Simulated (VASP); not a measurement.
Consider the following.

```
CELL_PARAMETERS angstrom
      4.00699     0.00000     0.00000
      0.00000     4.00699     0.00000
      0.00000     0.00000     4.00699
ATOMIC_POSITIONS crystal
  Sc 0.00000 0.00000 0.00000
  Al 0.00000 0.50000 0.50000
  Al 0.50000 0.00000 0.50000
  Al 0.50000 0.50000 0.00000
```

Calculation: PBEsol GGA, VASP's PBE PAW potentials (set 64) (plane waves; VASP). Settings: 500 eV cut-off, 8×8×8 Γ-centred mesh, first-order Methfessel-Paxton smearing of 0.10 eV, potentials Sc_sv Al.

Estimate the energy per atom (σ→0), pressure, band gap (on the k-mesh) with the smallest direct gap where there is one.

| Item | Value |
|---|---|
| band gap (on the k-mesh) | none (metal, semimetal or under 0.01 eV) |
| energy per atom (σ→0) | -5.178 eV/atom |
| pressure | 4.99 GPa |

Only differences to runs with the same potentials and settings are physical.

The compound is Al3Sc in the L1_2 structure. It was relaxed first under an external pressure of 5 GPa.
